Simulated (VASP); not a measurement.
# RbSnS (P4/mmm) in VASP: further runs

The runs below take RbSnS through relaxation of cell and atoms, with PBE, LDA, PBE+D2.

Program: VASP 6.6.1. These are calculated values, not measurements. Logs are shortened: lines on timing, memory, paths and dates and some standing lists are left out, and cuts for length are marked.

### 1 The crystal as given

Symmetry: P4/mmm, No. 123, tetragonal system. Conventional cell: a = 4.649 Å, b = 4.649 Å, c = 5.329 Å, α = 90.00°, β = 90.00°, γ = 90.00°. Rb (site symmetry 4/mmm) is surrounded by 4 S at 3.29 Å. Sn (site symmetry 4/mmm) has 2 S at 2.66 Å as nearest neighbours. S (site symmetry 4/mmm) has 2 Sn at 2.66 Å as nearest neighbours.

The cell was built by a generator and needn't be a form met in nature.

### 2 Relaxation of cell and atoms, PBE

Contents of INCAR:

```
SYSTEM = RbSnS
ALGO     = Normal         ! electronic algorithm
EDIFF    = 1E-6           ! SCF threshold, eV
EDIFFG   = -0.01          ! ionic threshold
ENCUT    = 600            ! plane-wave cutoff, eV
GGA      = PE             ! functional
IBRION   = 2              ! ionic algorithm
ISIF     = 3              ! what is computed and relaxed
ISMEAR   = 0              ! smearing method
LASPH    = .TRUE.         ! aspherical terms in the spheres
LCHARG   = .FALSE.        ! write CHGCAR
LREAL    = .FALSE.        ! projectors in reciprocal space
LWAVE    = .FALSE.        ! write WAVECAR
NELM     = 80             ! most SCF steps
NSW      = 60             ! ionic steps
PREC     = Accurate       ! precision mode
SIGMA    = 0.05           ! smearing width, eV
```

Contents of KPOINTS:

```
k-points
0
G
  6 6 5
  0 0 0
```

Contents of POSCAR:

```
RbSnS
1.0
    4.6491600000      0.0000000000      0.0000000000
    0.0000000000      4.6491600000      0.0000000000
    0.0000000000      0.0000000000      5.3285700000
Rb Sn S
1 1 1
Direct
    0.0000000000      0.0000000000      0.0000000000
    0.5000000000      0.5000000000      0.5000000000
    0.5000000000      0.5000000000      0.0000000000
```

Potentials or basis: VASP PAW PBE potentials, release 64 (Rb_sv, Sn_d, S).

Command:

```console
$ cat potpaw_PBE.64/Rb_sv/POTCAR potpaw_PBE.64/Sn_d/POTCAR potpaw_PBE.64/S/POTCAR > POTCAR
$ mpirun -np 1 vasp_std > vasp.out
```

OUTCAR:

```text
SYSTEM = RbSnS
   EDIFF = 1E-6
   EDIFFG = -0.01
   ENCUT = 600
   GGA = PE
   IBRION = 2
   ISIF = 3
   ISMEAR = 0
   LASPH = .TRUE.
   LREAL = .FALSE.
   NELM = 80
   NSW = 60
   PREC = Accurate

 ion  position               nearest neighbor table
   1  0.000  0.000  0.000-   3 3.29   3 3.29   3 3.29   3 3.29   2 4.23   2 4.23   2 4.23   2 4.23
                             2 4.23   2 4.23   2 4.23   2 4.23
   2  0.500  0.500  0.500-   3 2.66   3 2.66   1 4.23   1 4.23   1 4.23   1 4.23   1 4.23   1 4.23
                             1 4.23   1 4.23
   3  0.500  0.500  0.000-   2 2.66   2 2.66   1 3.29   1 3.29   1 3.29   1 3.29

  LATTYP: Found a simple tetragonal cell.
 ALAT       =     4.6491600000
 C/A-ratio  =     1.1461360762

  Lattice vectors:

 A1 = (   4.6491600000,   0.0000000000,   0.0000000000)
 A2 = (   0.0000000000,   4.6491600000,   0.0000000000)
 A3 = (   0.0000000000,   0.0000000000,   5.3285700000)

Analysis of symmetry for initial positions (statically):
=====================================================================
 Subroutine PRICEL returns:
 Original cell was already a primitive cell.

 Routine SETGRP: Setting up the symmetry group for a
 simple tetragonal supercell.

 Subroutine GETGRP returns: Found 16 space group operations
 (whereof 16 operations were pure point group operations)
 out of a pool of 16 trial point group operations.

The static configuration has the point symmetry D_4h.

Analysis of symmetry for dynamics (positions and initial velocities):
=====================================================================
 Subroutine PRICEL returns:
 Original cell was already a primitive cell.

 Routine SETGRP: Setting up the symmetry group for a
 simple tetragonal supercell.

 Subroutine GETGRP returns: Found 16 space group operations
 (whereof 16 operations were pure point group operations)
 out of a pool of 16 trial point group operations.

The dynamic configuration has the point symmetry D_4h.

 Subroutine INISYM returns: Found 16 space group operations
 (whereof 16 operations are pure point group operations),
 and found     1 'primitive' translations

----------------------------------------------------------------------------------------

                                     Primitive cell

  volume of cell :     115.1754

  direct lattice vectors                    reciprocal lattice vectors
     4.649160000  0.000000000  0.000000000     0.215092619  0.000000000  0.000000000
     0.000000000  4.649160000  0.000000000     0.000000000  0.215092619  0.000000000
     0.000000000  0.000000000  5.328570000     0.000000000  0.000000000  0.187667611
[... 96 lines left out ...]
   PSTRESS=    0.0 pullay stress
   NELECT =      29.0000    total number of electrons
   NUPDOWN=      -1.0000    fix difference up-down
   EMIN   =  10.00;   EMAX   =-10.00  energy-range for DOS
[... 5 lines left out ...]
     AMIX     =   0.40;   BMIX     =  1.00
     AMIX_MAG =   1.60;   BMIX_MAG =  1.00
  volume/ion in A,a.u.               =      38.39       259.08
  Fermi-wavevector in a.u.,A,eV,Ry     =   1.033763  1.953529 14.540080  1.068666
  Thomas-Fermi vector in A             =   2.168025
   LORBIT       =      0    0 simple, 1 ext, 2 COOP (PROOUT), +10 PAW based schemes
   GGA     = PE    functional components
   LHFCALC =     F    Hartree Fock is set to
   AEXX    =    0.0000 exact exchange contribution
   IVDW    =     0    specifies the selected vdW correction
   LEPSILON=     F    determine dielectric tensor
   LRPA    =     F    only Hartree local field effects (RPA)
 conjugate gradient relaxation of ions
 non-spin polarized calculation
 Gauss-broadening in eV      SIGMA  =   0.05
  energy-cutoff  :      600.00
  volume of cell :      115.18
 maximum number of plane-waves:      3866
 NGX is ok and might be reduce to    40
   NGX = 19   NGY = 19   NGZ = 21

--------------------------------------- Ionic step        1  -------------------------------------------

 number of electron      28.9999996 magnetization

 Free energy of the ion-electron system (eV)
  ---------------------------------------------------
  ext. energy  EPLUGINS =         0.00000000
  ---------------------------------------------------
  free energy    TOTEN  =        -9.98780683 eV

  energy without entropy =       -9.98552238  energy(sigma->0) =       -9.98666460

------------------------ aborting loop because EDIFF is reached ----------------------------------------

  FORCE on cell =-STRESS in cart. coord.  units (eV):
  Direction    XX          YY          ZZ          XY          YZ          ZX
  --------------------------------------------------------------------------------------
  -------------------------------------------------------------------------------------
  Total        0.1716491      0.1716491      0.9940416      0.0000000      0.0000000      0.0000000
  in kB        2.3877698      2.3877698     13.8278757      0.0000000      0.0000000      0.0000000
  external PRESSURE =       6.2011384 kB  Pullay stress =       0.0000000 kB
[... 135 lines left out ...]
--------------------------------------- Ionic step        5  -------------------------------------------

 number of electron      28.9999997 magnetization

 Free energy of the ion-electron system (eV)
  ---------------------------------------------------
  ext. energy  EPLUGINS =         0.00000000
  ---------------------------------------------------
  free energy    TOTEN  =        -9.99450789 eV

  energy without entropy =       -9.99226064  energy(sigma->0) =       -9.99338427

 E-fermi :   1.9876     XC(G=0):  -7.6440

 val. band max:        1.9849188852   @ k =   0.5000   0.3333   0.2000
 cond. band min:       2.0048057623   @ k =   0.5000   0.0000   0.0000
 fundamental gap:      0.0198868772
 Fermi energy:         1.9875719254

 k-point     1 :       0.0000    0.0000    0.0000
  band No.  band energies     occupation
      1     -24.7659      2.00000
      2     -19.5889      2.00000
      3     -19.5878      2.00000
      4     -19.5083      2.00000
      5     -19.5005      2.00000
      6     -19.5005      2.00000
[... 481 lines left out ...]
      5     -19.5008      2.00000
      6     -19.4991      2.00000
[... 10 lines left out ...]
     17       4.9176      0.00000
     18       6.5489      0.00000

 [... further k-points ...]

------------------------ aborting loop because EDIFF is reached ----------------------------------------

  FORCE on cell =-STRESS in cart. coord.  units (eV):
  Direction    XX          YY          ZZ          XY          YZ          ZX
  --------------------------------------------------------------------------------------
  -------------------------------------------------------------------------------------
  Total        0.0037844      0.0037844     -0.0019816      0.0000000      0.0000000      0.0000000
  in kB        0.0515066      0.0515066     -0.0269698      0.0000000      0.0000000      0.0000000
  external PRESSURE =       0.0253478 kB  Pullay stress =       0.0000000 kB
[... 18 lines left out ...]
  FREE ENERGIE OF THE ION-ELECTRON SYSTEM (eV)
  ---------------------------------------------------
  free  energy   TOTEN  =        -9.9945078896 eV

  energy  without entropy=       -9.9922606448  energy(sigma->0) =       -9.99338427

 reached required accuracy - stopping structural energy minimisation
```

OSZICAR:

```text
N       E                     dE             d eps       ncg     rms          rms(c)
DAV:   1     0.255913104125E+03    0.25591E+03   -0.14591E+04  1080   0.182E+03
DAV:   2     0.159678940442E+02   -0.23995E+03   -0.23339E+03  1258   0.396E+02
DAV:   3    -0.982026031847E+01   -0.25788E+02   -0.25234E+02  1310   0.132E+02
DAV:   4    -0.110679684238E+02   -0.12477E+01   -0.12412E+01  1676   0.288E+01
[... 42 lines left out ...]
DAV:   3    -0.999453880533E+01    0.43220E-03   -0.13131E-03  1420   0.397E-01    0.285E-02
DAV:   4    -0.999451556995E+01    0.23235E-04   -0.79772E-05  1576   0.651E-02    0.140E-02
DAV:   5    -0.999450993188E+01    0.56381E-05   -0.86953E-06  1380   0.187E-02    0.599E-03
DAV:   6    -0.999450785480E+01    0.20771E-05   -0.26764E-06   692   0.157E-02    0.172E-03
DAV:   7    -0.999450788958E+01   -0.34785E-07   -0.31671E-07   576   0.527E-03
   5 F= -.99945079E+01 E0= -.99933843E+01  d E =-.249121E-03
```

Run time: 3.2 min. Hardware: 1 thread of Intel Xeon Platinum 8375C at 2.90GHz (Ice Lake), shared host; peak memory 0.33 GiB.

What came out:

```
Free energy                            : -9.9945 eV
Relaxed volume                         : 39.24 Å³/atom
Relaxed cell                           : a = 4.672 Å, b = 4.672 Å, c = 5.393 Å, α = 90.00°, β = 90.00°, γ = 90.00°
Space group after relaxing (to 0.05 Å) : P4/mmm (No. 123)
Energy gained by relaxing              : 2.2 meV/atom
Ionic steps                            : 5
Pressure after relaxing                : 0.0 GPa
Band gap on the k mesh                 : none (metal or under the smearing width)
```

Step by step:
```csv
step,energy change (eV),largest force (eV/Å),pressure (GPa),volume (Å³)
1,0.0000,0.0000,0.62,115.18
2,-0.0060,0.0000,-0.07,117.66
3,-0.0065,0.0000,0.06,117.12
4,-0.0066,0.0000,0.03,117.41
5,-0.0067,0.0000,0.00,117.72
```

Final structure:
```cif
data_structure
_symmetry_space_group_name_H-M 'P 1'
_symmetry_Int_Tables_number 1
_cell_length_a 4.6722
_cell_length_b 4.6722
_cell_length_c 5.3926
_cell_angle_alpha 90.000
_cell_angle_beta 90.000
_cell_angle_gamma 90.000
_cell_volume 117.72
loop_
_atom_site_label
_atom_site_type_symbol
_atom_site_fract_x
_atom_site_fract_y
_atom_site_fract_z
_atom_site_occupancy
Rb1 Rb 0.00000 0.00000 0.00000 1
Sn1 Sn 0.50000 0.50000 0.50000 1
S1 S 0.50000 0.50000 0.00000 1
```

### 3 Relaxation of cell and atoms, LDA

Contents of INCAR:

```
PREC = Accurate
ENCUT = 600
EDIFF = 1E-7
ISMEAR = 0
SIGMA = 0.05
LREAL = False
LASPH = True
NELM = 100
ALGO = Fast
ISIF = 3
LWAVE = False
LCHARG = False
GGA = CA
IBRION = 2
NSW = 40
EDIFFG = -0.005
```

Contents of KPOINTS:

```
regular mesh
0
Gamma
  6 6 5
```

POSCAR is that of step 2.

Potentials or basis: VASP PAW LDA potentials, release 64 (Rb_sv, Sn_d, S).

Command:

```console
$ cat potpaw_LDA.64/Rb_sv/POTCAR potpaw_LDA.64/Sn_d/POTCAR potpaw_LDA.64/S/POTCAR > POTCAR
$ mpirun -np 1 vasp_std > vasp.out
```

OUTCAR:

```text
PREC = Accurate
   ENCUT = 600
   EDIFF = 1E-7
   ISMEAR = 0
   LREAL = False
   LASPH = True
   NELM = 100
   ISIF = 3
   GGA = CA
   IBRION = 2
   NSW = 40
   EDIFFG = -0.005

 ion  position               nearest neighbor table
   1  0.000  0.000  0.000-   3 3.29   3 3.29   3 3.29   3 3.29   2 4.23   2 4.23   2 4.23   2 4.23
                             2 4.23   2 4.23   2 4.23   2 4.23
   2  0.500  0.500  0.500-   3 2.66   3 2.66   1 4.23   1 4.23   1 4.23   1 4.23   1 4.23   1 4.23
                             1 4.23   1 4.23
   3  0.500  0.500  0.000-   2 2.66   2 2.66   1 3.29   1 3.29   1 3.29   1 3.29

  LATTYP: Found a simple tetragonal cell.
 ALAT       =     4.6491600000
 C/A-ratio  =     1.1461360762

  Lattice vectors:
[... 413 lines left out ...]
  ---------------------------------------------------
  free energy    TOTEN  =       -11.29320188 eV

  energy without entropy =      -11.28936618  energy(sigma->0) =      -11.29128403

 E-fermi :   2.3928     XC(G=0):  -8.5219

 val. band max:        2.3856619203   @ k =   0.3333   0.0000   0.2000
 cond. band min:       2.4251330008   @ k =   0.3333   0.3333   0.4000
 fundamental gap:      0.0394710805
 Fermi energy:         2.3927917916

 k-point     1 :       0.0000    0.0000    0.0000
  band No.  band energies     occupation
      1     -23.9279      2.00000
      2     -19.0261      2.00000
      3     -19.0243      2.00000
      4     -19.0000      2.00000
      5     -18.9587      2.00000
      6     -18.9587      2.00000
[... 481 lines left out ...]
      5     -18.9612      2.00000
      6     -18.9591      2.00000
[... 10 lines left out ...]
     17       5.5694      0.00000
     18       7.2623      0.00000

 [... further k-points ...]

------------------------ aborting loop because EDIFF is reached ----------------------------------------

  FORCE on cell =-STRESS in cart. coord.  units (eV):
  Direction    XX          YY          ZZ          XY          YZ          ZX
  --------------------------------------------------------------------------------------
  -------------------------------------------------------------------------------------
  Total        0.0006591      0.0006591      0.0026818      0.0000000     -0.0000000     -0.0000000
  in kB        0.0101894      0.0101894      0.0414622      0.0000000     -0.0000000     -0.0000000
  external PRESSURE =       0.0206137 kB  Pullay stress =       0.0000000 kB
[... 18 lines left out ...]
  FREE ENERGIE OF THE ION-ELECTRON SYSTEM (eV)
  ---------------------------------------------------
  free  energy   TOTEN  =       -11.2932018794 eV

  energy  without entropy=      -11.2893661770  energy(sigma->0) =      -11.29128403

 reached required accuracy - stopping structural energy minimisation
```

CONTCAR:

```text
RbSnS
   1.00000000000000
     4.4442819678666945   -0.0000000000000000   -0.0000000000000000
     0.0000000000000000    4.4442819678666945    0.0000000000000000
     0.0000000000000000   -0.0000000000000000    5.2467211390270148
  Rb              Sn              S
     1     1     1
Direct
     0.0000000000000000    0.0000000000000000    0.0000000000000000
     0.5000000000000000    0.5000000000000000    0.5000000000000000
     0.5000000000000000    0.5000000000000000    0.0000000000000000

  0.00000000E+00  0.00000000E+00  0.00000000E+00
  0.00000000E+00  0.00000000E+00  0.00000000E+00
  0.00000000E+00  0.00000000E+00  0.00000000E+00
```

Wall time 15 min (1 thread of Intel Xeon Platinum 8375C at 2.90GHz (Ice Lake), shared host); peak memory 0.28 GiB.

What came out:

```
Free energy                            : -11.2932 eV
Relaxed volume                         : 34.54 Å³/atom
Relaxed cell                           : a = 4.444 Å, b = 4.444 Å, c = 5.247 Å, α = 90.00°, β = 90.00°, γ = 90.00°
Space group after relaxing (to 0.05 Å) : P4/mmm (No. 123)
Energy gained by relaxing              : 21.7 meV/atom
Ionic steps                            : 7
Pressure after relaxing                : 0.0 GPa
Band gap on the k mesh                 : none (metal or under the smearing width)
```

The path:
```
step  energy change (eV)  largest force (eV/Å)  pressure (GPa)  volume (Å³)
   1              0.0000                0.0000           -1.62       115.18
   2             -0.0458                0.0000           -0.62       108.83
   3             -0.0557                0.0000            0.09       104.43
   4             -0.0647                0.0000            0.11       103.00
   5             -0.0648                0.0000            0.10       103.13
   6             -0.0650                0.0000            0.02       103.55
   7             -0.0650                0.0000            0.00       103.63
```

Final structure:
```cif
data_structure
_symmetry_space_group_name_H-M 'P 1'
_symmetry_Int_Tables_number 1
_cell_length_a 4.4443
_cell_length_b 4.4443
_cell_length_c 5.2467
_cell_angle_alpha 90.000
_cell_angle_beta 90.000
_cell_angle_gamma 90.000
_cell_volume 103.63
loop_
_atom_site_label
_atom_site_type_symbol
_atom_site_fract_x
_atom_site_fract_y
_atom_site_fract_z
_atom_site_occupancy
Rb1 Rb 0.00000 0.00000 0.00000 1
Sn1 Sn 0.50000 0.50000 0.50000 1
S1 S 0.50000 0.50000 0.00000 1
```

### 4 Relaxation of cell and atoms, PBE+D2, spin-orbit coupling, no magnetisation

Contents of INCAR:

```
PREC = Low ; ENCUT = 600
EDIFF = 1E-6 ; ISMEAR = -5
SIGMA = 0.1 ; LREAL = F
LASPH = T ; NELM = 60
ALGO = Normal ; ISIF = 3
LWAVE = F ; LCHARG = F
MAGMOM = 0 0 0 0 0 0 0 0 0 ; LORBIT = 11
LSORBIT = T ; GGA_COMPAT = F
GGA = PE ; IVDW = 1
IBRION = 2 ; NSW = 40
EDIFFG = -0.02
```

Contents of KPOINTS:

```
Automatic mesh
0
Gamma
  5 5 4
```

POSCAR is that of step 3.

Potentials or basis: VASP PAW PBE potentials, release 64 (Rb_sv, Sn_d, S).

Command:

```console
$ cat potpaw_PBE.64/Rb_sv/POTCAR potpaw_PBE.64/Sn_d/POTCAR potpaw_PBE.64/S/POTCAR > POTCAR
$ mpirun -np 1 vasp_ncl > vasp.out
```

It took 10 min on 1 thread of Intel Xeon Platinum 8375C at 2.90GHz (Ice Lake), shared host; peak memory 0.27 GiB.

The run converged, but some of its settings lie outside the range that counts as converged (typed here: PREC = Low; ISMEAR = -5; SIGMA = 0.1), so its numbers aren't taken as properties of the crystal.

Results:

- Free energy: -10.9111 eV
- Relaxed volume: 34.96 Å³/atom
- Relaxed cell: a = 4.502 Å, b = 4.502 Å, c = 5.173 Å, α = 90.00°, β = 90.00°, γ = 90.00°
- Space group after relaxing (to 0.05 Å): P4/mmm (No. 123)
- Energy gained by relaxing: 22.1 meV/atom
- Ionic steps: 8
- Pressure after relaxing: 0.0 GPa
- Valence electrons inside the program's atomic spheres: Rb 7.33; Sn 12.10; S 3.71
- Dispersion energy per atom: -0.285 eV
